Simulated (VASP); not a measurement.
A convergence study with VASP on Mg (hcp): one setting is varied, all else stays as given below, so the limit is that of these other settings. Each run relaxes cell and ions from the cell shown.

```
Mg
1.0
    1.60500    -2.77994     0.00000
    1.60500     2.77994     0.00000
    0.00000     0.00000     5.21000
Mg
2
Direct
  0.33333   0.66667   0.25000
  0.66667   0.33333   0.75000
```

Computed with PBE GGA, VASP's PBE PAW potentials (set 64) (plane waves; VASP 6.6.1). The tightest run used: 550 eV cut-off, 18×18×10 Γ-centred mesh, first-order Methfessel-Paxton smearing of 0.10 eV, potentials Mg.

| setting | relaxed volume (Å³/atom) | E (eV/atom) | irreducible k-points |
|---|---|---|---|
| 2×2×1 mesh | 23.696 | -1.9313 | 2 |
| 3×3×2 mesh | 23.358 | -1.1601 | 6 |
| 4×4×2 mesh | 22.689 | -1.5156 | 8 |
| 5×5×3 mesh | 22.912 | -1.5387 | 10 |
| 6×6×3 mesh | 22.906 | -1.4568 | 14 |
| 7×7×4 mesh | 23.059 | -1.5229 | 24 |

### Question
These are the cheaper rows. Estimate the results at 18×18×10 mesh, and how far the last row shown lies from them.

### Answer

```tsv
quantity	tightest run	last row shown is off by
relaxed volume (Å³/atom)	22.849	0.210
E (eV/atom)	-1.5063	-0.0166
```

Left out are rungs that failed or repeat a setting and relaxations that didn't move; long series are thinned to 24 rows.

The compound is Mg in the hcp structure.
